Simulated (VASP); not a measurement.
# A VASP study of AlBAs2 (LAK): structure first, properties next, part 5 of 5

Wanted: the relaxed cell of AlBAs2 and its properties. The cell is invented: it takes the structure of COD entry 9008833, BAs (space group 216 there), with some of its atoms replaced by other elements, volume scaled by an estimate. It may not be a known or stable phase. Left out of this account: 1 further run (core levels: core levels are not valid at this level).

VASP 6.6.1; LAK; plane waves and PAW (As, Al, B); invented cell.

So far, gap on the k-mesh (eV): step 2 (rough relaxation of the start cell) 1.25; step 3 (relaxing cell and atoms (LAK)) 1.26; step 6 (density of states (LAK)) 1.26. The relaxed cell has a = 3.701, c = 5.450 Å (conventional setting).

### Step 8. Bands along the symmetry lines (LAK), changed input

Levels along the symmetry lines show where the bands peak and cross; KPOINTS_OPT computes them in the converged potential. Some settings are moved from the usual, to see what they do.

Input file INCAR:

```
SYSTEM = AlBAs2
PREC = Accurate
ENCUT = 800
EDIFF = 1E-06
NELM = 100
ISMEAR = 0
SIGMA = 0.5
LREAL = .FALSE.
ALGO = Normal
METAGGA = LAK
LASPH = .TRUE.
NBANDS = 22
LORBIT = 11
LWAVE = .FALSE.
LCHARG = .FALSE.
KPAR = 2
NELECT = 15.5
```

Input file POSCAR:

```
AlBAs2
1.0
    3.7005641217      0.0000000000      0.0000000000
    0.0000000000      3.7005641217      0.0000000000
    0.0000000000      0.0000000000      5.4504905761
As Al B
2 1 1
Direct
    0.0000000000      0.5000000000      0.2859716471
    0.5000000000      0.0000000000      0.7140283529
    0.0000000000      0.0000000000      0.0000000000
    0.5000000000      0.5000000000      0.5000000000
```

Input file KPOINTS:

```
Automatic mesh
0
Gamma
7 7 5
0 0 0
```

Input file KPOINTS_OPT:

```
Line mode
16
Line-mode
Reciprocal
  0.00000000   0.00000000   0.00000000 GAMMA
  0.00000000   0.50000000   0.00000000 X

  0.00000000   0.50000000   0.00000000 X
  0.50000000   0.50000000   0.00000000 M

  0.50000000   0.50000000   0.00000000 M
  0.00000000   0.00000000   0.00000000 GAMMA

  0.00000000   0.00000000   0.00000000 GAMMA
  0.00000000   0.00000000   0.50000000 Z

  0.00000000   0.00000000   0.50000000 Z
  0.00000000   0.50000000   0.50000000 R

  0.00000000   0.50000000   0.50000000 R
  0.50000000   0.50000000   0.50000000 A

  0.50000000   0.50000000   0.50000000 A
  0.00000000   0.00000000   0.50000000 Z

  0.00000000   0.50000000   0.00000000 X
  0.00000000   0.50000000   0.50000000 R

  0.50000000   0.50000000   0.00000000 M
  0.50000000   0.50000000   0.50000000 A
```

PAW data sets: As, Al and B (PBE family, release 64).

The run is started by

```console
$ mpirun -np 2 vasp_std
```

The log of the run:

```text
[... set-up lines as in an earlier step ...]
 entering main loop
       N       E                     dE             d eps       ncg     rms          rms(c)
DAV:   1     0.735453579133E+02    0.73545E+02   -0.68777E+03  1320   0.775E+02
DAV:   2     0.122956377113E+02   -0.61250E+02   -0.56020E+02  1654   0.129E+02
DAV:   3     0.868498713481E+01   -0.36107E+01   -0.35605E+01  1692   0.267E+01
DAV:   4     0.865552239336E+01   -0.29465E-01   -0.29452E-01  1524   0.267E+00
DAV:   5     0.865510574181E+01   -0.41665E-03   -0.41665E-03  1656   0.333E-01BRMIX: very serious problems
 the old and the new charge density differ
 old charge density:    16.00000 new   15.50000
BRMIX: very serious problems
 the old and the new charge density differ
 old charge density:    16.00000 new   15.50000
    0.624E+00
DAV:   6     0.137447522656E+02    0.50896E+01   -0.12951E+00  1500   0.632E+00    0.376E+00
DAV:   7     0.136336648785E+02   -0.11109E+00   -0.19586E-01  1538   0.284E+00    0.177E+00
DAV:   8     0.136132487907E+02   -0.20416E-01   -0.75149E-02  1392   0.196E+00    0.423E-01
DAV:   9     0.136114307563E+02   -0.18180E-02   -0.49797E-03  1686   0.515E-01    0.163E-01
DAV:  10     0.136112644080E+02   -0.16635E-03   -0.72439E-04  1428   0.220E-01    0.274E-02
DAV:  11     0.136112501813E+02   -0.14227E-04   -0.78649E-05  1628   0.492E-02    0.193E-02
DAV:  12     0.136112370213E+02   -0.13160E-04   -0.37725E-05  1392   0.461E-02    0.708E-03
DAV:  13     0.136112375038E+02    0.48249E-06   -0.15521E-06  1658   0.853E-03
   1 F= 0.13611238E+02 E0= 0.13671149E+02  d E =-.119824E+00
 Start KPOINTS_OPT (optional k-point list driver)
k-point batch [1-30\144]
       N       E                     dE             ncg
DAV:   1     0.133853683437E+04   -0.11282E+05     1320
DAV:   2    -0.497319409527E+03   -0.18359E+04     1660
DAV:   3    -0.605144873517E+03   -0.10783E+03     1714
DAV:   4    -0.606170296701E+03   -0.10254E+01     1542
DAV:   5    -0.606189868758E+03   -0.19572E-01     1726
DAV:   6    -0.606190491624E+03   -0.62287E-03     1570
DAV:   7    -0.606190514334E+03   -0.22710E-04     1716
DAV:   8    -0.606190515037E+03   -0.70283E-06     1176
[...]
k-point batch [121-144\144]
       N       E                     dE             ncg
DAV:   1     0.417092728739E+04   -0.14142E+05     1056
DAV:   2     0.274510432986E+04   -0.14258E+04     1356
DAV:   3     0.266533061904E+04   -0.79774E+02     1398
DAV:   4     0.266457024920E+04   -0.76037E+00     1318
DAV:   5     0.266455456713E+04   -0.15682E-01     1304
DAV:   6     0.266455401754E+04   -0.54959E-03     1322
DAV:   7     0.266455399646E+04   -0.21079E-04     1284
DAV:   8     0.266455399576E+04   -0.69761E-06     1092
```

Elapsed: 9.7 min, on 2 MPI ranks of AMD EPYC 7R43, shared host; peak memory 0.58 GiB; 19 min of CPU time.

OUTCAR, selected parts (step 8):

```text
NELECT = 15.5

 ion  position               nearest neighbor table
   1  0.000  0.500  0.286-   4 2.19   4 2.19   3 2.42   3 2.42
   2  0.500  0.000  0.714-   4 2.19   4 2.19   3 2.42   3 2.42
   3  0.000  0.000  0.000-   1 2.42   2 2.42   1 2.42   2 2.42
   4  0.500  0.500  0.500-   1 2.19   2 2.19   2 2.19   1 2.19

   ENCUT  =  800.0 eV  58.80 Ry    7.67 a.u.   8.53  8.53 12.57*2*pi/ulx,y,z

 E-fermi :   4.1520

 k-point     1 :       0.0000    0.0000    0.0000
  band No.  band energies     occupation
      1      -9.2449      2.00000
      2      -6.2449      2.00000
      3      -2.5857      2.00000
      4       1.4221      2.00000
      5       1.4221      2.00000
      6       4.4465      0.40493
      7       4.8910      0.03660
      8       4.8910      0.03660
      9       6.2630      0.00000
     10       6.4559      0.00000
    ...

  Total       -5.5253695     -5.5253695     -3.0618841      0.0000000     -0.0000000      0.0000000
  in kB     -118.6043040   -118.6043040    -65.7245874      0.0000000     -0.0000000      0.0000000
  external PRESSURE =    -100.9777318 kB  Pullay stress =       0.0000000 kB

 POSITION                                       TOTAL-FORCE (eV/Angst)
 -----------------------------------------------------------------------------------
      0.00000      1.85028      1.55869         0.000000      0.000000      0.702530
      1.85028      0.00000      3.89180         0.000000      0.000000     -0.702530
      0.00000      0.00000      0.00000        -0.000000      0.000000      0.000000
      1.85028      1.85028      2.72525         0.000000     -0.000000      0.000000
 -----------------------------------------------------------------------------------
    total drift:                                0.000000      0.000000      0.000000

  FREE ENERGIE OF THE ION-ELECTRON SYSTEM (eV)
  ---------------------------------------------------
  free  energy   TOTEN  =        13.6112375038 eV

  energy  without entropy=       13.7310612891  energy(sigma->0) =       13.67114940

[... 4 parts as in an earlier step ...]

[... 11 further parts left out ...]
```

The run converged; its settings lie outside those of the reference runs, so its numbers are set aside.

Settings moved from the usual: ISMEAR = 0, SIGMA = 0.5, ENCUT = 800 and NELECT = 15.5.

NELECT differs from the neutral count, so the cell is charged against a uniform background: another system, not a numerical setting.

### Step 9. What came out

```
relaxed volume                                             : 18.66 Å³/atom
relaxed conventional cell a, b, c                          : 3.701, 3.701, 5.450 Å
space group after relaxing, within 0.02 Å                  : P-4m2 (No. 115)
band gap                                                   : 1.20 eV, indirect (least direct gap of that run 1.26 eV)
gap among the points of the DOS mesh alone, an upper bound : 1.26 eV
highest zone-centre mode                                   : 618 cm⁻¹
```

In words: With LAK, AlBAs2 relaxes to 18.66 Å³/atom in space group P-4m2 (held by the symmetry of the run) and has an indirect gap of 1.20 eV. Bands along the symmetry lines (LAK): The path shows an indirect gap of 1.20 eV (valence top at Γ, conduction bottom at R). The least direct gap is 1.26 eV. Vibrations at Γ (LAK): The highest mode in this list at Γ, 617.7 cm⁻¹, is mostly motion of B (94 % of the kinetic energy). Semilocal functionals usually underestimate gaps. Spin-orbit coupling is left out; it would split some degenerate bands. Modes at Γ alone can't show that the crystal is stable at other wave vectors, and the LO-TO splitting is not included. No search among competing phases was made. All values are for a static lattice at zero temperature.

[Lines on the potential files, build, host, timing and source positions are cut from VASP's logs without a mark.]

[Logs are printed without paths, hosts, clocks, repeated set-up lines and the standing remarks that a program may print on its own settings, such as how far it seeks lower states.]

[Hosts, paths, dates, database ids (printed as entryN), source tags and the programs' standing remarks are cut or masked in the printed files.]

[A measured line is paired with the nearest computed mode of its activity, which favours agreement.]
